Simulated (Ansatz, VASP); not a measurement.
# Cross-check of InP between VASP and Ansatz, part 2 of 2

One calculation is typed for both programs; each brings its own data sets. How far apart do they land? The cell is taken from a series of runs on this material, whose earlier steps may have relaxed, scaled, displaced or heated it; both programs get it as it stands.

VASP 6.6.1 and Ansatz 0.2.0.

So far. Step 3 (Ansatz: single point, PBE, pair 1): The run ends at a pressure of 6.03 GPa. Step 5 (VASP: single point, PBE, pair 2): The run ends at a pressure of 7.92 GPa.

## Step 6: Ansatz: single point, PBE, pair 2

Level of this step: Ansatz beside VASP: Kohn-Sham DFT, plane waves, PBE (Ansatz).

The same cell, functional, mesh and smearing now go to Ansatz, which takes its cutoff from its data sets.

The cell is taken from a series of runs on this material, whose earlier steps may have relaxed, scaled, displaced or heated it; both programs get it as it stands.

input.yaml

```yaml
crystal:
  lattice:
    - [0.0, 2.8770230457, 2.8770230457]
    - [2.8770230457, 0.0, 2.8770230457]
    - [2.8770230457, 2.8770230457, 0.0]
  atoms:
    - { symbol: P, position: [0.75, 0.75, 0.75] }
    - { symbol: In, position: [0.0, 0.0, 0.0] }
kpoints:
  mp_grid: { grid: [20, 20, 20] }
hamiltonian:
  xc: pbe
  pseudopotentials: { kind: paw, azcp: { folder: soft_1 } }
scf:
  occupations: { method: gaussian, width: 0.02 }
output:
  forces: true
  stress: true
  eigenvalues: true
```

The run is started by

```bash
$ ansatz run input.yaml --threads 4 --pin off --max-ram 10240MiB --backend cpu --events-out ev --progress --plain --runs-dir out
```

Numbers of over 12 decimals in the logs are rounded to 6 here.

Output:

```text
[...]
Crystal: 2 atoms, lattice volume = 47.628 Å³
Basis set: ecut = 420 eV, 941 PW (Γ), exchange–correlation on 60×60×60 points (8 copies of the dense FFT grid, shifted against one another)
Bands: 13, of which v1, the nominal top of the filled ones, is band 9 counted from 1 (8 counted from 0)
Symmetry: 24 space group operations
[...]
k-points: 256 of 8000 (time reversal used)
[...]
--- Band table (eV; the first three rows and the last of 256) ---
  k-point 0: bands = [... 5 lower, -4.1549, 7.7561, 7.7561, 7.7561, 8.7694, 11.8374, 11.8374, 11.8374]
  k-point 1: bands = [... 5 lower, -4.1232, 7.3494, 7.7197, 7.7197, 9.0768, 11.8485, 11.8913, 11.8913]
  k-point 2: bands = [... 5 lower, -4.0290, 6.6168, 7.6194, 7.6194, 9.4902, 11.9365, 12.0382, 12.0382]
  k-point 255: bands = [... 5 lower, -1.4212, 1.9235, 4.5653, 4.5872, 12.0450, 12.3555, 13.4554, 13.9520]
[key lines of the parts left out:]
SCF converged after 7 iterations
Free energy (F): -6353.956888 eV
Fermi energy:    8.262929 eV
P = ⅓ Tr σ = 8.0182 GPa (80.182 kbar)
```

The run ends at a pressure of 8.02 GPa.

## Step 7: Differences

Both answers:

| quantity | Ansatz | VASP | difference |
| --- | --- | --- | --- |
| pressure (GPa) | 8.02 | 7.92 | +0.10 |
| gap on the k mesh (eV) | 1.013 | 1.012 | +0.001 |

A gap on the mesh is an upper bound, since the band edges may lie between its points.

## Step 8: VASP: single point, PBE, pair 3

A single point takes one fixed geometry, so differences don't come from the geometry; what else differs is listed under the comparison. The cell compared in this pair holds 49.74 Å³, against 47.63 Å³ for the pair before.

INCAR

```
SYSTEM = InP
PREC = Accurate
ENCUT = 500
EDIFF = 1E-06
NELM = 120
ISMEAR = 0
SIGMA = 0.02
LREAL = .FALSE.
ALGO = Normal
GGA = PE
NBANDS = 15
LORBIT = 11
LWAVE = .FALSE.
LCHARG = .FALSE.
ISIF = 2
LASPH = .TRUE.
GGA_COMPAT = .FALSE.
EFERMI = MIDGAP
KPAR = 2
```

POSCAR

```
InP
1.0
    0.0000000000      2.9190293078      2.9190293078
    2.9190293078      0.0000000000      2.9190293078
    2.9190293078      2.9190293078      0.0000000000
P In
1 1
Direct
    0.7500000000      0.7500000000      0.7500000000
    0.0000000000      0.0000000000      0.0000000000
```

KPOINTS

```
Automatic mesh
0
Gamma
20 20 20
0 0 0
```

Potentials, in the order of the species: P and In_d (PBE family, release 64).

The run is started by

```bash
$ mpirun -np 2 vasp_std
```

Output:

```text
[... set-up lines as in an earlier step ...]
 entering main loop
       N       E                     dE             d eps       ncg     rms          rms(c)
DAV:   1     0.112540566495E+03    0.11254E+03   -0.83586E+03  7736   0.131E+03
DAV:   2    -0.118507854658E+01   -0.11373E+03   -0.10915E+03  8345   0.308E+02
DAV:   3    -0.858900584607E+01   -0.74039E+01   -0.73650E+01  9976   0.789E+01
DAV:   4    -0.878588374172E+01   -0.19688E+00   -0.19681E+00  9511   0.140E+01
[...]
DAV:  11    -0.836912392860E+01   -0.66616E-04   -0.78876E-05  8989   0.783E-02    0.269E-02
DAV:  12    -0.836912600851E+01   -0.20799E-05   -0.13119E-05 10424   0.566E-02    0.166E-02
DAV:  13    -0.836912623719E+01   -0.22869E-06   -0.10148E-06  6976   0.717E-03
   1 F= -.83691262E+01 E0= -.83691262E+01  d E =-.931655-169
```

From OUTCAR (step 8):

```text
  Total        1.2983894      1.2983894      1.2983894      0.0000000     -0.0000000      0.0000000
  in kB       41.8186675     41.8186675     41.8186675      0.0000000     -0.0000000      0.0000000
  external PRESSURE =      41.8186675 kB  Pullay stress =       0.0000000 kB

 POSITION                                       TOTAL-FORCE (eV/Angst)
 -----------------------------------------------------------------------------------
      4.37854      4.37854      4.37854         0.000000      0.000000      0.000000
      0.00000      0.00000      0.00000        -0.000000     -0.000000     -0.000000
 -----------------------------------------------------------------------------------
    total drift:                               -0.000000     -0.000000     -0.000000

  FREE ENERGIE OF THE ION-ELECTRON SYSTEM (eV)
  ---------------------------------------------------
  free  energy   TOTEN  =        -8.3691262372 eV

  energy  without entropy=       -8.3691262372  energy(sigma->0) =       -8.36912624

[... 1 part as in an earlier step ...]

[... 2 further parts left out ...]
[key lines of the parts left out:]
E-fermi :   5.7058
```

The run ends at a pressure of 4.18 GPa.

## Step 9: Ansatz: single point, PBE, pair 3

The same cell, functional, mesh and smearing now go to Ansatz, which takes its cutoff from its data sets.

The cell is taken from a series of runs on this material, whose earlier steps may have relaxed, scaled, displaced or heated it; both programs get it as it stands.

input.yaml, the sections that differ from step 6:

```yaml
crystal:
  lattice:
    - [0.0, 2.9190293078, 2.9190293078]
    - [2.9190293078, 0.0, 2.9190293078]
    - [2.9190293078, 2.9190293078, 0.0]
  atoms:
    - { symbol: P, position: [0.75, 0.75, 0.75] }
    - { symbol: In, position: [0.0, 0.0, 0.0] }
# kpoints, hamiltonian, scf, output: as in step 6
```

The run is started by

```bash
$ ansatz run input.yaml --threads 4 --pin off --max-ram 10240MiB --backend cpu --events-out ev --progress --plain --runs-dir out
```

Output:

```text
[...]
Crystal: 2 atoms, lattice volume = 49.745 Å³
Basis set: ecut = 420 eV, 941 PW (Γ), exchange–correlation on 60×60×60 points (8 copies of the dense FFT grid, shifted against one another)
Bands: 13, of which v1, the nominal top of the filled ones, is band 9 counted from 1 (8 counted from 0)
Symmetry: 24 space group operations
[...]
k-points: 256 of 8000 (time reversal used)
[...]
--- Band table (eV; the first three rows and the last of 256) ---
  k-point 0: bands = [... 5 lower, -4.4181, 7.1797, 7.1797, 7.1797, 7.9580, 11.2693, 11.2693, 11.2693]
  k-point 1: bands = [... 5 lower, -4.3886, 6.7476, 7.1461, 7.1461, 8.2997, 11.2748, 11.3201, 11.3201]
  k-point 2: bands = [... 5 lower, -4.3010, 6.0275, 7.0531, 7.0531, 8.7300, 11.3429, 11.4589, 11.4589]
  k-point 255: bands = [... 5 lower, -1.9044, 1.5351, 4.1793, 4.2169, 11.4709, 11.6074, 12.7788, 13.3837]
[key lines of the parts left out:]
SCF converged after 7 iterations
Free energy (F): -6354.037067 eV
Fermi energy:    7.569128 eV
P = ⅓ Tr σ = 4.2610 GPa (42.610 kbar)
```

The run ends at a pressure of 4.26 GPa.

## Step 10: Comparison

Compared:

| quantity | Ansatz | VASP | difference |
| --- | --- | --- | --- |
| pressure (GPa) | 4.26 | 4.18 | +0.08 |
| gap on the k mesh (eV) | 0.778 | 0.777 | +0.002 |

A gap on the mesh is an upper bound, since the band edges may lie between its points.

## Step 11: Outcome

| Quantity | Value |
| --- | --- |
| difference in gap on the k mesh (single point, PBE, pair 1) | 0.0013 eV |
| difference in gap on the k mesh (single point, PBE, pair 2) | 0.0010 eV |
| difference in gap on the k mesh (single point, PBE, pair 3) | 0.0015 eV |

In words: The difference in gap on the k mesh is 0.0015 eV (single point, PBE, pair 3), within the 0.08 eV picked in this series as the mark of a large difference. 5 further pairs of this series are not shown here. How closely two codes agree says nothing of how well the functional describes the real material.

[Lines on the potential files, build, host, timing and source positions are cut from VASP's logs without a mark.]

[Logs are printed without paths, hosts, clocks, repeated set-up lines and the standing remarks that a program may print on its own settings, such as how far it seeks lower states.]

[Hosts, paths, dates, database ids (printed as entryN), source tags and the programs' standing remarks are cut or masked in the printed files.]
